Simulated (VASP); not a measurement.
Here is the system:

```xyz
2
Lattice="3.7346 -1.9119 -0.0025 3.7346 1.9119 -0.0025 2.7580 0.0000 3.1617" Properties=species:S:1:pos:R:3 pbc="T T T"
As     2.3218     0.0000     0.7166
As     7.9053     0.0000     2.4400
```

Level of theory: PW91 GGA, VASP's PBE PAW potentials (set 64) (plane waves; VASP). Run with 520 eV cut-off, Gaussian smearing of 0.050 eV, potentials As.

Problem. Give the energies of bands 2 to 8 at the high-symmetry points, in eV from the Fermi level.

Solution. 
```tsv
band	Γ	T	H2	L	S0	F
2	-6.07	-9.82	-10.45	-10.88	-10.66	-9.59
3	-2.39	-1.65	-5.56	-2.66	-5.81	-5.75
4	-1.92	-1.65	-5.11	-2.66	-3.38	-4.00
5	-1.92	-0.70	-1.34	-0.42	-3.37	-3.90
6	1.68	0.77	1.15	-0.32	3.05	1.65
7	2.82	0.77	5.08	0.38	3.12	5.13
8	2.82	1.64	5.26	1.33	5.45	6.56
```

It has no gap at this level: it comes out as a metal or semimetal.

The compound is As in the a7 structure. It was relaxed first.
